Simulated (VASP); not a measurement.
Wanted: the native input for a VASP 6.6.1 run.

```yaml
Task: relaxation of cell and atoms
Functional: PBE
Potentials_or_basis: VASP PAW PBE potentials, release 64 (Ta_pv, Tl_d, H)
Cutoff: 600 eV
k_mesh: 10 × 10 × 10
Occupations: gaussian, width 0.1 eV
Spin: no spin polarisation
Dipole_correction: no
Further_INCAR_settings: ALGO = Fast; EDIFF = 1e-07; IBRION = 2; EDIFFG = -0.01; NSW = 100; ISIF = 3
```

The structure of TaTlH4 lies in POSCAR:

```
TaTlH4
1.0
    0.0000000000      3.1467904785      3.1467904785
    3.1467904785      0.0000000000      3.1467904785
    3.1467904785      3.1467904785      0.0000000000
Ta Tl H
1 1 4
Direct
    0.7500000000      0.7500000000      0.7500000000
    0.0000000000      0.0000000000      0.0000000000
    0.3938491334      0.3938491334      0.3938491334
    0.8184525998      0.3938491334      0.3938491334
    0.3938491334      0.3938491334      0.8184525998
    0.3938491334      0.8184525998      0.3938491334
```

The cell was built by a generator and needn't be a form met in nature.

The cell isn't the ideal one: species swapped into the CeMnNi4 type (F-43m, No. 216).

These files were run (other wordings do the same):

INCAR

```
SYSTEM = TaTlH4
ALGO = Fast ; EDIFF = 1E-7
EDIFFG = -0.01 ; ENCUT = 600
GGA = PE ; IBRION = 2
ISIF = 3 ; ISMEAR = 0
LASPH = .TRUE. ; LCHARG = .FALSE.
LREAL = .FALSE. ; LWAVE = .FALSE.
NELM = 100 ; NSW = 100
PREC = Accurate ; SIGMA = 0.1
```

KPOINTS

```
k-points
0
G
  10 10 10
  0 0 0
```

Potentials or basis: VASP PAW PBE potentials, release 64 (Ta_pv, Tl_d, H).

Command:

```sh
$ cat potpaw_PBE.64/Ta_pv/POTCAR potpaw_PBE.64/Tl_d/POTCAR potpaw_PBE.64/H/POTCAR > POTCAR
$ mpirun -np 1 vasp_std > vasp.out
```

Results of the run:

| Item | Value |
| --- | --- |
| Relaxed volume | 10.39 Å³/atom |
| Relaxed cell | a = 4.451 Å, b = 4.451 Å, c = 4.451 Å, α = 60.00°, β = 60.00°, γ = 60.00° |
| Space group after relaxing (to 0.05 Å) | F-43m (No. 216) |
| Energy gained by relaxing | 0.1 meV/atom |
| Ionic steps | 7 |
| Pressure after relaxing | -0.1 GPa |
| Largest force after relaxing | 0.004 eV/Å |
| Band gap on the k mesh | none (metal or under the smearing width) |

Wall time 2 min on 1 thread of Intel(R) Xeon(R) 6975P-C (Granite Rapids), on a shared host, peak memory 0.27 GiB.
